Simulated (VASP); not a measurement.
Set up this calculation in VASP 6.6.1, as the native input.

| Property | Result |
| --- | --- |
| Task | single point |
| Functional | PBE |
| Potentials or basis | VASP PAW PBE potentials, release 64 (Sc_sv, Ru_pv) |
| Cutoff | 520 eV |
| k mesh | 10 × 10 × 10 |
| Occupations | gaussian, width 0.1 eV |
| Spin | no spin polarisation |
| Dipole correction | no |
| Further INCAR settings | ALGO = Fast; EDIFF = 1e-06; NBANDS = 34 |

The structure of ScRu3 lies in POSCAR:

```
ScRu3
1.0
    4.0605285470      0.0000000000      0.0000000000
    0.0000000000      4.0605285470      0.0000000000
    0.0000000000      0.0000000000      4.0605285470
Sc Ru
1 3
Direct
    0.0000000000      0.0000000000      0.0000000000
    0.0000000000      0.5000000000      0.5000000000
    0.5000000000      0.0000000000      0.5000000000
    0.5000000000      0.5000000000      0.0000000000
```

The cell comes from a database or a generator and needn't be the stable form of this composition.

The cell isn't the ideal one: strained and moved within the space group.

One way to write it, as run:

INCAR

```
SYSTEM = ScRu3
  PREC = Accurate
  ENCUT = 520
  EDIFF = 1E-6
  ISMEAR = 0
  SIGMA = 0.1
  LREAL = .False.
  LASPH = .True.
  NELM = 100
  ALGO = Fast
  ISIF = 2
  LWAVE = .False.
  LCHARG = .True.
  GGA = PE
  LELF = .True.
  LVHAR = .True.
  NBANDS = 34
```

KPOINTS

```
Automatic mesh
0
Gamma
  10 10 10
  0 0 0
```

Potentials or basis: VASP PAW PBE potentials, release 64 (Sc_sv, Ru_pv).

Command:

```sh
$ cat potpaw_PBE.64/Sc_sv/POTCAR potpaw_PBE.64/Ru_pv/POTCAR > POTCAR
$ mpirun -np 1 vasp_std > vasp.out
```

Results of the run:

```json
{"Pressure": "-16.2 GPa", "Band gap on the k mesh": "none (metal or under the smearing width)"}
```

Caveat: so large a pressure means that the cell lies far from this level's equilibrium, or that cutoff or potentials fall short.

Wall time 3.1 min on 1 thread of Intel(R) Xeon(R) Platinum 8375C CPU @ 2.90GHz (Ice Lake), with other jobs on the host, peak memory 0.24 GiB.
